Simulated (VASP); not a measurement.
## Rhodium: structure and properties in VASP

What structure does Rhodium take at this level, and what are its properties? The steps: full relaxation (r2SCAN), single point with fields (r2SCAN), bands along the symmetry lines (r2SCAN), density of states (r2SCAN), volume scan with r2SCAN, fit for r2SCAN and optical spectrum (r2SCAN). The start is a cell from a database of measured crystal structures.

Program: VASP 6.6.1. Level of theory: r2SCAN; plane waves and PAW (Rh_pv). Results are calculated unless marked as measured.

The database entry behind the starting cell differs from later determinations by our own check (an axis about 0.2 % short against later determinations), so it need not match the best structure at ambient conditions.

**1. The starting structure**

Before any relaxation, the start is as follows. Symmetry: Fm-3m, No. 225, cubic system. Conventional cell: a = 3.796 Å, b = 3.796 Å, c = 3.796 Å, α = 90.00°, β = 90.00°, γ = 90.00°. Rh has 12 Rh at 2.68 Å nearest.

Structure file:

```cif
data_structure
_symmetry_space_group_name_H-M 'Fm-3m'
_symmetry_Int_Tables_number 225
_cell_length_a 3.7957
_cell_length_b 3.7957
_cell_length_c 3.7957
_cell_angle_alpha 90.000
_cell_angle_beta 90.000
_cell_angle_gamma 90.000
_cell_volume 54.69
loop_
_atom_site_label
_atom_site_type_symbol
_atom_site_symmetry_multiplicity
_atom_site_Wyckoff_symbol
_atom_site_fract_x
_atom_site_fract_y
_atom_site_fract_z
_atom_site_occupancy
Rh1 Rh 4 a 0.00000 0.00000 0.00000 1
```

**2. Full relaxation (r2SCAN)**

Properties are meant for the cell that this level of theory prefers, so cell and atoms are relaxed first (ISIF = 3) until forces and stress are small; EDIFFG sets the threshold. r2SCAN adds the kinetic-energy density, costs more than a GGA and is run with LASPH.

INCAR reads:

```
SYSTEM = Rh
PREC = Accurate
ENCUT = 400
EDIFF = 1E-06
NELM = 100
ISMEAR = 1
SIGMA = 0.2
LREAL = .FALSE.
ALGO = Normal
METAGGA = R2SCAN
LASPH = .TRUE.
NBANDS = 13
LORBIT = 11
LWAVE = .FALSE.
LCHARG = .FALSE.
KPAR = 2
IBRION = 2
NSW = 60
ISIF = 3
EDIFFG = -0.01
```

POSCAR reads:

```
Rh
1.0
    0.0000000000      1.8978500000      1.8978500000
    1.8978500000      0.0000000000      1.8978500000
    1.8978500000      1.8978500000      0.0000000000
Rh
1
Direct
    0.0000000000      0.0000000000      0.0000000000
```

KPOINTS reads:

```
Automatic mesh
0
Gamma
12 12 12
0 0 0
```

Potentials, in the order of the species: Rh_pv (PBE family, release 64).

Command:

```bash
$ mpirun -np 2 vasp_std
```

What it wrote:

```text
[banner, memory and clock lines left out]
running    2 mpi-ranks, on    1 nodes
 distrk:  each k-point on    1 cores,    2 groups
 distr:  one band on    1 cores,    1 groups

 POSCAR found type information on POSCAR Rh
 POSCAR found :  1 types and       1 ions
|                                                                             |
|               ----> ADVICE to this user running VASP <----                  |
|                                                                             |
|     You enforced a specific xc type in the INCAR file but a different       |
|     [... a line on the potential file left out ...]
|     I HOPE YOU KNOW WHAT YOU ARE DOING!                                     |
|                                                                             |

 LDA part: xc-table for (None), standard interpolation
 POSCAR, INCAR and KPOINTS ok, starting setup
 FFT: planning ... GRIDC
 FFT: planning ... GRID_SOFT
 FFT: planning ... GRID
 WAVECAR not read
 entering main loop
       N       E                     dE             d eps       ncg     rms          rms(c)
DAV:   1     0.852029776944E+02    0.85203E+02   -0.80679E+03  1885   0.105E+03
DAV:   2    -0.278067424701E+02   -0.11301E+03   -0.10777E+03  2027   0.327E+02
DAV:   3    -0.291202290455E+02   -0.13135E+01   -0.13119E+01  2257   0.404E+01
DAV:   4    -0.291253443968E+02   -0.51154E-02   -0.51145E-02  2122   0.260E+00
DAV:   5    -0.291253865257E+02   -0.42129E-04   -0.42127E-04  2212   0.210E-01    0.129E+01
DAV:   6    -0.241377375316E+02    0.49876E+01   -0.43001E+00  1887   0.291E+01    0.259E+00
DAV:   7    -0.241382118775E+02   -0.47435E-03   -0.57996E-02  1952   0.345E+00    0.173E+00
DAV:   8    -0.241367126421E+02    0.14992E-02   -0.43227E-03  1967   0.836E-01    0.357E-01
DAV:   9    -0.241367848599E+02   -0.72218E-04   -0.71418E-04  1982   0.330E-01    0.269E-02
DAV:  10    -0.241368262118E+02   -0.41352E-04   -0.13008E-04  2002   0.144E-01    0.360E-02
DAV:  11    -0.241368142026E+02    0.12009E-04   -0.12481E-05  1917   0.489E-02    0.100E-03
DAV:  12    -0.241368142040E+02   -0.13952E-08   -0.22014E-07  1071   0.580E-03
   1 F= -.24136814E+02 E0= -.24137852E+02  d E =-.241368E+02
 curvature:   0.00 expect dE= 0.000E+00 dE for cont linesearch  0.000E+00
 trial: gam= 0.00000 g(F)=  0.000E+00 g(S)=  0.660E-03 ort = 0.000E+00 (trialstep = 0.100E+01)
 search vector abs. value=  0.660E-03
 bond charge predicted
       N       E                     dE             d eps       ncg     rms          rms(c)
DAV:   1    -0.241670733905E+02   -0.30259E-01   -0.38288E-01  1872   0.944E+00    0.121E+00
DAV:   2    -0.241360031188E+02    0.31070E-01   -0.60093E-02  1872   0.351E+00    0.225E-01
DAV:   3    -0.241361308418E+02   -0.12772E-03   -0.61731E-04  1927   0.269E-01    0.141E-01
DAV:   4    -0.241362711958E+02   -0.14035E-03   -0.89219E-05  1927   0.114E-01    0.265E-02
DAV:   5    -0.241362696542E+02    0.15416E-05   -0.19713E-05  2062   0.588E-02    0.106E-02
DAV:   6    -0.241362729654E+02   -0.33112E-05   -0.35956E-06  1902   0.238E-02    0.304E-03
DAV:   7    -0.241362734609E+02   -0.49550E-06   -0.16018E-07   941   0.579E-03
   2 F= -.24136273E+02 E0= -.24137327E+02  d E =0.540743E-03
 trial-energy change:    0.000541  1 .order    0.000536   -0.000660    0.001732
 step:   0.2736(harm=  0.2761)  dis= 0.00000  next Energy=   -24.136904 (dE=-0.902E-04)
 bond charge predicted
       N       E                     dE             d eps       ncg     rms          rms(c)
DAV:   1    -0.241524773317E+02   -0.16204E-01   -0.20036E-01  1872   0.679E+00    0.879E-01
DAV:   2    -0.241368504763E+02    0.15627E-01   -0.28584E-02  1872   0.245E+00    0.147E-01
DAV:   3    -0.241368477559E+02    0.27204E-05   -0.51829E-04  1937   0.267E-01    0.868E-02
DAV:   4    -0.241369083631E+02   -0.60607E-04   -0.46927E-05  1922   0.814E-02    0.194E-02
DAV:   5    -0.241369073476E+02    0.10155E-05   -0.13821E-05  2067   0.495E-02    0.630E-03
DAV:   6    -0.241369041125E+02    0.32351E-05   -0.44490E-07  1236   0.754E-03    0.528E-04
DAV:   7    -0.241369042130E+02   -0.10051E-06   -0.12319E-08   936   0.153E-03
   3 F= -.24136904E+02 E0= -.24137946E+02  d E =-.900091E-04
 curvature:  -0.14 expect dE=-0.122E-06 dE for cont linesearch -0.122E-06
 trial: gam=-0.03522 g(F)=  0.369E-64 g(S)=  0.883E-06 ort = 0.241E-04 (trialstep = 0.855E+00)
 search vector abs. value=  0.128E-08
 reached required accuracy - stopping structural energy minimisation
```

The job ended after 22 s (2 MPI ranks of Intel Xeon 6975P-C (Granite Rapids), shared host; peak memory 0.23 GiB).

Lines that name or quote the potential files are left out of all logs, and their timing lines are given in words.

From OUTCAR (step 2):

```text
ion  position               nearest neighbor table
   1  0.000  0.000  0.000-

  LATTYP: Found a face centered cubic cell.
 ALAT       =     3.7957000000

 Subroutine GETGRP returns: Found 48 space group operations
 (whereof 48 operations were pure point group operations)

The static configuration has the point symmetry O_h .

 Found     72 irreducible k-points:

   k-points           NKPTS =     72   k-points in BZ     NKDIM =     72   number of bands    NBANDS=     13

   dimension x,y,z NGX =    18 NGY =   18 NGZ =   18
   dimension x,y,z NGXF=    36 NGYF=   36 NGZF=   36

   ENCUT  =  400.0 eV  29.40 Ry    5.42 a.u.   4.38  4.38  4.38*2*pi/ulx,y,z

   NELECT =      15.0000    total number of electrons

 k-points in reciprocal lattice and weights: Automatic mesh
   0.00000000  0.00000000  0.00000000       0.001
   0.08333333  0.00000000  0.00000000       0.005
   0.16666667  0.00000000  0.00000000       0.005
   0.25000000  0.00000000  0.00000000       0.005
   0.33333333  0.00000000  0.00000000       0.005
   0.41666667  0.00000000  0.00000000       0.005
   0.50000000  0.00000000  0.00000000       0.002
   0.08333333  0.08333333  0.00000000       0.003
   0.16666667  0.08333333  0.00000000       0.014
[...]
-0.33333333  0.50000000  0.16666667       0.007
  -0.25000000  0.50000000  0.25000000       0.003

 average (electrostatic) potential at core
       1 -75.8871

 E-fermi :  11.8035

 k-point     1 :       0.0000    0.0000    0.0000
  band No.  band energies     occupation
    ...
      5       8.5872      2.00000
      6       8.5872      2.00000
      7       8.5872      2.00000
      8      10.6970      2.00000
      9      10.6970      2.00000
     10      28.5049      0.00000
     11      29.1367      0.00000
     12      34.2721      0.00000
     13      34.2721      0.00000

 k-point     2 :       0.0833    0.0000    0.0000
  band No.  band energies     occupation
    ...
      5       8.4631      2.00000
      6       8.6975      2.00000
      7       8.6975      2.00000
      8      10.6389      2.00000
      9      10.6389      2.00000
     10      28.9130      0.00000
     11      29.1366      0.00000
     12      32.8445      0.00000
     13      34.6915      0.00000

 k-point     3 :       0.1667    0.0000    0.0000
  band No.  band energies     occupation
    ...
      5       8.2471      2.00000
      6       8.9173      2.00000
      7       8.9173      2.00000
      8      10.5948      2.00000
      9      10.5949      2.00000
     10      29.1362      0.00000
     11      29.7494      0.00000
     12      30.4111      0.00000
     13      35.8533      0.00000

  Total        0.0024694      0.0024694      0.0024694      0.0000000     -0.0000000      0.0000000
  in kB        0.2886212      0.2886212      0.2886212      0.0000000     -0.0000000      0.0000000
  external PRESSURE =       0.2886212 kB  Pullay stress =       0.0000000 kB

  energy-cutoff  :      400.00
  volume of cell :       13.71
      direct lattice vectors                 reciprocal lattice vectors
     0.000000000  1.899541991  1.899541991    -0.263221346  0.263221346  0.263221346
     1.899541991  0.000000000  1.899541991     0.263221346 -0.263221346  0.263221346
     1.899541991  1.899541991  0.000000000     0.263221346  0.263221346 -0.263221346

 POSITION                                       TOTAL-FORCE (eV/Angst)
 -----------------------------------------------------------------------------------
      0.00000      0.00000      0.00000        -0.000000      0.000000      0.000000
 -----------------------------------------------------------------------------------
    total drift:                               -0.000000      0.000000     -0.000000

  FREE ENERGIE OF THE ION-ELECTRON SYSTEM (eV)
  ---------------------------------------------------
  free  energy   TOTEN  =       -24.1369042130 eV

  energy  without entropy=      -24.1400309802  energy(sigma->0) =      -24.13794647

 reached required accuracy - stopping structural energy minimisation

 total charge
# of ion       s       p       d       tot
------------------------------------------
    1        0.431   6.304   7.086  13.821

[... 3 further parts left out ...]
```

CONTCAR:

```
Rh
   1.00000000000000
     0.0000000000000000    1.8995419912497125    1.8995419912497125
     1.8995419912497125    0.0000000000000000    1.8995419912497125
     1.8995419912497125    1.8995419912497125    0.0000000000000000
  Rh
     1
Direct
     0.0000000000000000    0.0000000000000000    0.0000000000000000
```

This run has no spin polarisation. Its electron count is odd, so without a moment it is a metal by construction. The PAW data sets were made with PBE, which is usual practice but a small mismatch for other functionals. The run keeps the 48 symmetry operations of its start, so it cannot find a distortion of lower symmetry.

Little changed from the start: no atom moved by 0.005 Å and no cell edge by 0.1 %.

This step gave:

```
electrons                       : 15
bands                           : 13
irreducible k-points            : 72
symmetry operations             : 48
free energy (TOTEN)             : -24.14 eV
energy at zero smearing         : -24.14 eV
Fermi energy                    : 11.80 eV
pressure                        : 0.02886 GPa
metallic                        : yes
SCF cycles over all ionic steps : 26
```

It ends with forces that vanish by symmetry and a pressure of 0.03 GPa. The volume lies +0.3 % from that of the database's start.

**3. Single point with fields (r2SCAN)**

The relaxed cell gets a fresh self-consistent run, on a basis set for its own volume, to fix the density and to check the remaining stress.

Edit INCAR of step 2 so:

```diff
@@ -14,7 +14,5 @@
 LWAVE = .FALSE.
-LCHARG = .FALSE.
-KPAR = 2
-IBRION = 2
-NSW = 60
-ISIF = 3
-EDIFFG = -0.01
+LCHARG = .TRUE.
+ISIF = 2
+LELF = .TRUE.
+LVHAR = .TRUE.
```

POSCAR reads:

```
Rh
1.0
    0.0000000000      1.8995419912      1.8995419912
    1.8995419912      0.0000000000      1.8995419912
    1.8995419912      1.8995419912      0.0000000000
Rh
1
Direct
    0.0000000000      0.0000000000      0.0000000000
```

KPOINTS is that of step 2.

Command:

```bash
$ mpirun -np 2 vasp_std
```

What it wrote:

```text
[banner, memory and clock lines left out]
running    2 mpi-ranks, on    1 nodes
 distrk:  each k-point on    2 cores,    1 groups
 distr:  one band on    1 cores,    2 groups

 POSCAR found type information on POSCAR Rh
 POSCAR found :  1 types and       1 ions
 [... a notice as in an earlier step ...]

 LDA part: xc-table for (None), standard interpolation
|                                                                             |
|           W    W    AA    RRRRR   N    N  II  N    N   GGGG   !!!           |
|           W    W   A  A   R    R  NN   N  II  NN   N  G    G  !!!           |
|           W    W  A    A  R    R  N N  N  II  N N  N  G       !!!           |
|           W WW W  AAAAAA  RRRRR   N  N N  II  N  N N  G  GGG   !            |
|           WW  WW  A    A  R   R   N   NN  II  N   NN  G    G                |
|           W    W  A    A  R    R  N    N  II  N    N   GGGG   !!!           |
|                                                                             |
|     The number of bands has been changed from the values supplied in        |
|     The orbitals not found in the WAVECAR file will be initialized with     |
|     random numbers, which is usually adequate. For correlated               |
|     calculations, however, you should redo the groundstate calculation.     |
|     I found NBANDS = 13. Now, NBANDS = 14.                                  |
|                                                                             |

 POSCAR, INCAR and KPOINTS ok, starting setup
 FFT: planning ... GRIDC
 FFT: planning ... GRID_SOFT
 FFT: planning ... GRID
 WAVECAR not read
 entering main loop
       N       E                     dE             d eps       ncg     rms          rms(c)
DAV:   1     0.825773858026E+02    0.82577E+02   -0.76590E+03  2046   0.969E+02
DAV:   2    -0.278147904918E+02   -0.11039E+03   -0.10568E+03  2262   0.308E+02
DAV:   3    -0.291225736140E+02   -0.13078E+01   -0.13067E+01  2322   0.380E+01
DAV:   4    -0.291272705600E+02   -0.46969E-02   -0.46969E-02  2244   0.231E+00
DAV:   5    -0.291273091021E+02   -0.38542E-04   -0.38543E-04  2292   0.183E-01    0.129E+01
DAV:   6    -0.241380490069E+02    0.49893E+01   -0.38122E+00  2034   0.271E+01    0.258E+00
DAV:   7    -0.241384816316E+02   -0.43262E-03   -0.53753E-02  2148   0.323E+00    0.172E+00
DAV:   8    -0.241369575779E+02    0.15241E-02   -0.39102E-03  2214   0.760E-01    0.358E-01
DAV:   9    -0.241370497477E+02   -0.92170E-04   -0.68101E-04  2190   0.305E-01    0.276E-02
DAV:  10    -0.241370920988E+02   -0.42351E-04   -0.12134E-04  2220   0.133E-01    0.359E-02
DAV:  11    -0.241370803216E+02    0.11777E-04   -0.10954E-05  2052   0.453E-02    0.106E-03
DAV:  12    -0.241370802830E+02    0.38639E-07   -0.21482E-07  1122   0.559E-03
   1 F= -.24137080E+02 E0= -.24138123E+02  d E =0.312701E-02
```

Run time: 11 s. Hardware: 2 MPI ranks; peak memory 0.2 GiB.

From OUTCAR (step 3):

```text
  LATTYP: Found a face centered cubic cell.
 ALAT       =     3.7990839824

The static configuration has the point symmetry O_h .

 Found     72 irreducible k-points:

   k-points           NKPTS =     72   k-points in BZ     NKDIM =     72   number of bands    NBANDS=     14

   NELECT =      15.0000    total number of electrons

 E-fermi :  11.8036

 k-point     1 :       0.0000    0.0000    0.0000
  band No.  band energies     occupation
    ...
      5       8.5873      2.00000
      6       8.5873      2.00000
      7       8.5873      2.00000
      8      10.6971      2.00000
      9      10.6971      2.00000
     10      28.5050      0.00000
     11      29.1372      0.00000
     12      34.2721      0.00000
     13      34.2721      0.00000
     14      34.2721      0.00000

 k-point     2 :       0.0833    0.0000    0.0000
  band No.  band energies     occupation
    ...
      5       8.4632      2.00000
      6       8.6976      2.00000
      7       8.6976      2.00000
      8      10.6390      2.00000
      9      10.6390      2.00000
     10      28.9132      0.00000
     11      29.1371      0.00000
     12      32.8446      0.00000
     13      34.6915      0.00000
     14      34.6915      0.00000

  Total        0.0003386      0.0003386      0.0003386      0.0000000      0.0000000      0.0000000
  in kB        0.0395729      0.0395729      0.0395729      0.0000000      0.0000000      0.0000000
  external PRESSURE =       0.0395729 kB  Pullay stress =       0.0000000 kB

 POSITION                                       TOTAL-FORCE (eV/Angst)
 -----------------------------------------------------------------------------------
      0.00000      0.00000      0.00000         0.000000      0.000000     -0.000000
 -----------------------------------------------------------------------------------
    total drift:                                0.000000      0.000000      0.000000

  FREE ENERGIE OF THE ION-ELECTRON SYSTEM (eV)
  ---------------------------------------------------
  free  energy   TOTEN  =       -24.1370802830 eV

  energy  without entropy=      -24.1402072885  energy(sigma->0) =      -24.13812262

[... 7 parts as in an earlier step ...]

[... 5 further parts left out ...]
```

Numbers from this step:

```
SCF cycles : 12
bands      : 14
pressure   : 0.003957 GPa
```

Valence electrons inside each PAW sphere by angular momentum. Sphere charges, by row:

```csv
atom,s (e),p (e),d (e),tot (e)
Rh1,0.431,6.304,7.086,13.82
```

ELF in the ac plane of the conventional cell at fractional y = 0.000, with atoms of Rh within 0.2 Å of it. It is the smooth field of the valence electrons, not physical close to the nuclei.

Ten even steps from '0' (0.02) to '9' (0.41), each cell a mean:
```
15985444446983
79965544455798
98765555556679
66566688766656
44557999986554
44468953697544
34469710398544
44469831598544
44557987996554
55566799876555
87666566656668
99865544455799
36975444446895
03985443446971
```
Columns run along a (3.8 Å), rows up along c (3.8 Å), edges of the conventional cell, whose origin can differ from the input's. Atoms in or near the plane, at fractional coordinates: Rh at (0.00, 0.00), Rh at (0.50, 0.50).

Electrostatic potential energy in the ac plane of the conventional cell at fractional y = 0.000, with atoms of Rh within 0.2 Å of it. With pseudopotentials it is smooth inside the atoms' cores, unlike the true potential.

Ten even steps from '0' (-70 eV) to '9' (3 eV), each cell a mean:
```
00369999998520
12479999999632
45799999999865
88999766789998
99997432358999
99985200137999
99984100026999
99985200036999
99996321247999
99998654579999
67899988899976
23589999999743
01379999998520
00269999998410
```
Columns run along a (3.8 Å; values clipped at the 3rd and 97th percentile), rows up along c (3.8 Å), edges of the conventional cell, whose origin can differ from the input's. Atoms in or near the plane, at fractional coordinates: Rh at (0.00, 0.00), Rh at (0.50, 0.50).

Valence density in the ac plane of the conventional cell at fractional y = 0.000, with atoms of Rh within 0.2 Å of it. It is the smooth field of the valence electrons, not physical close to the nuclei.

Values in e/Å³, 14 rows by 14 columns, each cell a mean:
```
8.8 7.1 3.9 1.2 0.4 0.2 0.2 0.2 0.2 0.3 0.6 2.1 5.3 8.1
5.9 4.4 2.2 0.7 0.4 0.3 0.2 0.2 0.2 0.3 0.4 1.2 3.1 5.3
2.5 1.8 0.9 0.5 0.3 0.4 0.4 0.4 0.4 0.3 0.4 0.6 1.2 2.1
0.6 0.5 0.4 0.4 0.5 0.7 1.2 1.4 1.0 0.6 0.4 0.4 0.4 0.6
0.3 0.3 0.3 0.4 0.9 2.2 3.9 4.5 3.3 1.6 0.6 0.3 0.3 0.3
0.2 0.2 0.3 0.5 1.8 4.4 7.1 7.8 6.2 3.3 1.0 0.4 0.2 0.2
0.2 0.2 0.3 0.6 2.5 5.9 8.8 9.4 7.8 4.5 1.4 0.4 0.2 0.2
0.2 0.2 0.3 0.6 2.1 5.3 8.1 8.8 7.1 3.9 1.2 0.4 0.2 0.2
0.2 0.2 0.3 0.4 1.2 3.1 5.3 5.9 4.4 2.2 0.7 0.4 0.3 0.2
0.4 0.4 0.3 0.4 0.6 1.2 2.1 2.5 1.8 0.9 0.5 0.3 0.4 0.4
1.4 1.0 0.6 0.4 0.4 0.4 0.6 0.6 0.5 0.4 0.4 0.5 0.7 1.2
4.5 3.3 1.6 0.6 0.3 0.3 0.3 0.3 0.3 0.3 0.4 0.9 2.2 3.9
7.8 6.2 3.3 1.0 0.4 0.2 0.2 0.2 0.2 0.3 0.5 1.8 4.4 7.1
9.4 7.8 4.5 1.4 0.4 0.2 0.2 0.2 0.2 0.3 0.6 2.5 5.9 8.8
```
Columns run along a (3.8 Å), rows up along c (3.8 Å), edges of the conventional cell, whose origin can differ from the input's. Atoms in or near the plane, at fractional coordinates: Rh at (0.00, 0.00), Rh at (0.50, 0.50).

In this run the pressure is 0.00 GPa, small enough to go on.

(Continued in part 2 of 4.)

[Lines on the potential files, build, host, timing and source positions are cut from VASP's logs without a mark.]

[Logs are printed without paths, hosts, clocks, repeated set-up lines and the standing remarks that a program may print on its own settings, such as how far it seeks lower states.]

[Hosts, paths, dates, database ids (printed as entryN), source tags and the programs' standing remarks are cut or masked in the printed files.]

[A measured line is paired with the nearest computed mode of its activity, which favours agreement.]
